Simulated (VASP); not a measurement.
Wanted: the native input for a VASP 6.6.1 run.

* Task: single point
* Functional: PBE
* Potentials or basis: VASP PAW PBE potentials, release 64 (Fe, W_sv)
* Cutoff: 520 eV
* k mesh: 11 × 11 × 6
* Occupations: fermi-dirac, width 0.05 eV
* Spin: collinear spin, ferromagnetic start
* Starting moments: [3.0, 0.0] μB
* Further INCAR settings: ALGO = Normal; EDIFF = 1e-07; NBANDS = 22

The structure of FeW lies in POSCAR:

```
FeW
1.0
    1.5234427000     -2.1774105000      0.0000000000
    1.5234427000      2.1774105000      0.0000000000
    0.0000000000      0.0000000000      4.2673741400
Fe W
1 1
Direct
    0.0000000000      0.0000000000      0.0000000000
    0.5000000000      0.5000000000      0.5000000000
```

The cell was built by a generator and needn't be a form met in nature.

These files were run (other wordings do the same):

INCAR

```
SYSTEM = FeW
PREC = Accurate ; ENCUT = 520
EDIFF = 1E-7 ; ISMEAR = -1
SIGMA = 0.05 ; LREAL = .FALSE.
LASPH = .TRUE. ; NELM = 100
ALGO = Normal ; ISIF = 2
LWAVE = .FALSE. ; LCHARG = .FALSE.
ISPIN = 2 ; MAGMOM = 3 0
LORBIT = 11 ; LMAXMIX = 4
GGA = PE ; NBANDS = 22
```

KPOINTS

```
Automatic mesh
0
G
  11 11 6
  0 0 0
```

Potentials or basis: VASP PAW PBE potentials, release 64 (Fe, W_sv).

Run with:

```bash
$ cat potpaw_PBE.64/Fe/POTCAR potpaw_PBE.64/W_sv/POTCAR > POTCAR
$ mpirun -np 1 vasp_std > vasp.out
```

It gave:

* Pressure: -3.2 GPa
* Band gap on the k mesh: none (metal or under the smearing width)
* Net moment: 1.93 μB per cell
* Site moments: Fe +2.12; W -0.14 μB
* Valence electrons inside the program's atomic spheres: Fe 7.16; W 12.09

It took 4.1 min on 1 thread of Intel(R) Xeon(R) Platinum 8375C CPU @ 2.90GHz (Ice Lake) (shared host), peak memory 0.25 GiB.
